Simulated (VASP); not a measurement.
Output of a VASP run:

**OSZICAR**
```
       N       E                     dE             d eps       ncg     rms          rms(c)
DAV:   1     0.208795092826E+03    0.20880E+03   -0.13883E+04  3840   0.189E+03
DAV:   2    -0.353947519828E+02   -0.24419E+03   -0.24282E+03  3944   0.502E+02
DAV:   3    -0.706388853646E+02   -0.35244E+02   -0.34991E+02  7664   0.146E+02
DAV:   4    -0.726064751409E+02   -0.19676E+01   -0.19673E+01  3904   0.390E+01
DAV:   5    -0.727314094496E+02   -0.12493E+00   -0.12493E+00  6280   0.692E+00    0.130E+01
DAV:   6     0.204510046662E+03    0.27724E+03   -0.13729E+06  3840   0.898E+06    0.442E+00
DAV:   7    -0.244096317453E+02   -0.22892E+03   -0.19698E+03  3840   0.830E+04    0.431E+00
DAV:   8    -0.299315470002E+02   -0.55219E+01   -0.63416E+01  4296   0.790E+01    0.769E+00
DAV:   9    -0.302459098229E+02   -0.31436E+00   -0.39524E+00  4272   0.149E+01    0.781E+00
DAV:  10    -0.302795169923E+02   -0.33607E-01   -0.16133E-01  5200   0.288E+00    0.804E+00
DAV:  11    -0.288218201294E+02    0.14577E+01   -0.23282E+05  3840   0.126E+06    0.411E+00
DAV:  12    -0.305862463094E+02   -0.17644E+01   -0.75357E+00  3840   0.394E+01    0.114E+01
DAV:  13    -0.281779883059E+02    0.24083E+01   -0.48872E+00  4768   0.291E+01    0.155E+00
DAV:  14    -0.291151525972E+02   -0.93716E+00   -0.29825E+04  3840   0.348E+05    0.131E+00
DAV:  15    -0.289387525458E+02    0.17640E+00   -0.33435E+00  4608   0.204E+01    0.287E+00
DAV:  16    -0.295991967269E+02   -0.66044E+00   -0.10491E+00  4824   0.748E+00    0.318E+00
DAV:  17    -0.296609847553E+02   -0.61788E-01   -0.38433E-02  5656   0.165E+00    0.330E+00
DAV:  18    -0.296814996501E+02   -0.20515E-01   -0.27155E-02  4776   0.241E+00    0.231E+00
DAV:  19    -0.297547168475E+02   -0.73217E-01   -0.62911E-02  4800   0.326E+00    0.106E+00
DAV:  20    -0.297672215599E+02   -0.12505E-01   -0.88037E-03  4512   0.133E+00    0.417E-01
DAV:  21    -0.297710642639E+02   -0.38427E-02   -0.27182E-03  5056   0.461E-01    0.546E-01
DAV:  22    -0.297713617946E+02   -0.29753E-03   -0.13604E-03  5336   0.302E-01    0.547E-01
DAV:  23    -0.297733816147E+02   -0.20198E-02   -0.27058E-03  4072   0.670E-01    0.187E-01
DAV:  24    -0.297739674455E+02   -0.58583E-03   -0.62713E-04  4272   0.358E-01    0.870E-02
DAV:  25    -0.297742277009E+02   -0.26026E-03   -0.86939E-04  4768   0.403E-01    0.219E-01
DAV:  26    -0.297740928151E+02    0.13489E-03   -0.12126E-04  4112   0.147E-01    0.130E-01
DAV:  27    -0.297740604536E+02    0.32362E-04   -0.68886E-05  4648   0.104E-01    0.608E-02
DAV:  28    -0.297740433559E+02    0.17098E-04   -0.28252E-05  3992   0.844E-02    0.898E-03
DAV:  29    -0.297740567624E+02   -0.13407E-04   -0.12178E-06  5216   0.131E-02    0.564E-03
DAV:  30    -0.297740518650E+02    0.48974E-05   -0.51408E-07  4328   0.988E-03    0.918E-03
DAV:  31    -0.297740573906E+02   -0.55257E-05   -0.30792E-07  3976   0.864E-03    0.385E-03
DAV:  32    -0.297740573606E+02    0.30094E-07   -0.66671E-08  2152   0.391E-03
   1 F= -.29774057E+02 E0= -.29774774E+02  d E =-.297741E+02
```

### OUTCAR
```
------------------------ aborting loop because EDIFF is reached ----------------------------------------
  FORCE on cell =-STRESS in cart. coord.  units (eV):
  Direction    XX          YY          ZZ          XY          YZ          ZX
  --------------------------------------------------------------------------------------
  Total       -0.7350436     -0.7350436     -0.7595110      0.0000000     -0.0000000      0.0000000
  in kB      -33.6112354    -33.6112370    -34.7300545      0.0000000     -0.0000000      0.0000000
  external PRESSURE =     -33.9841756 kB  Pullay stress =       0.0000000 kB
  volume of cell :       35.04
      direct lattice vectors                 reciprocal lattice vectors
     1.472019974 -2.549613443  0.000000000     0.339669304 -0.196108160  0.000000000
     1.472019974  2.549613443  0.000000000     0.339669304  0.196108160  0.000000000
     0.000000000  0.000000000  4.667895769     0.000000000  0.000000000  0.214229291
 POSITION                                       TOTAL-FORCE (eV/Angst)
 -----------------------------------------------------------------------------------
      1.47202      0.84987      1.16697         0.000000      0.000000      0.000000
      1.47202     -0.84987      3.50092        -0.000000     -0.000000      0.000000
 -----------------------------------------------------------------------------------
    total drift:                                0.000181      0.001047     -0.000019
  FREE ENERGIE OF THE ION-ELECTRON SYSTEM (eV)
  ---------------------------------------------------
  free  energy   TOTEN  =       -29.7740573606 eV

  energy  without entropy=      -29.7762075081  energy(sigma->0) =      -29.77477408

 reached required accuracy - stopping structural energy minimisation
```
(Selected blocks of OUTCAR.)

POSCAR:
```
Ti
1
    1.4720199744    -2.5496134427     0.0000000000
    1.4720199744     2.5496134427     0.0000000000
    0.0000000000     0.0000000000     4.6678957693
Ti
2
Direct
  0.3333330000   0.6666670000   0.2500000000
  0.6666670000   0.3333330000   0.7500000000
```

**Question.** Reconstruct the remaining input files.

**Answer.** Several could match; the one computed here: the input of the run itself, TPSS meta-GGA, plane waves, VASP's PBE PAW potentials (set 64).

File KPOINTS:
```
kpoints
0
gamma
14 14 8
0 0 0
```

### INCAR
```
ALGO=Normal
EDIFF=1E-7
EDIFFG=-0.01
ENCUT=520
IBRION=2
ISIF=4
ISMEAR=1
LASPH=T
LCHARG=F
LMAXMIX=4
LMIXTAU=T
LREAL=F
LWAVE=F
METAGGA=TPSS
NELM=100
NSW=30
PREC=Accurate
SIGMA=0.1
SYSTEM=Ti
```

POTCAR, in this order: Ti_sv (PBE.64 set). Program: vasp_std.

The compound is Ti in the hcp structure. This cell is one point of a volume scan, at 1.03 of the reference volume.
